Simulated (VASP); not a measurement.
Crystal: GaP.

```xyz
2
Lattice="0.0000 2.7252 2.7252 2.7525 0.0000 2.7252 2.7525 2.7252 0.0000" Properties=species:S:1:pos:R:3 pbc="T T T"
Ga    0.0000    0.0000    0.0000
P     1.3763    1.3626    1.3626
```

The cell was built by a generator and needn't be a form met in nature.

Base run:

```yaml
Program: VASP 6.6.1
Functional: PBE
Potentials_or_basis: VASP PAW PBE potentials, release 64 (Ga_d, P)
Cutoff: 520 eV
k_mesh: 12 × 12 × 12
Occupations: gaussian, width 0.02 eV
Spin: no spin polarisation
```

Its results: band gap on the k mesh 1.56 eV, indirect (least direct gap 1.72 eV); electronic dielectric tensor (diagonal) 10.61, 10.52, 10.52.

Question: The run is repeated on the same cell with these changes: functional from PBE to LDA; potentials or basis from VASP PAW PBE potentials, release 64 (Ga_d, P) to VASP PAW LDA potentials, release 64 (Ga_d, P). What comes out?

Answer: Band gap on the k mesh 1.41 eV, indirect (least direct gap 1.54 eV); electronic dielectric tensor (diagonal) 11.15, 11.07, 11.07.

A k mesh can miss the band edges.

Not every run made on this cell is shown here.
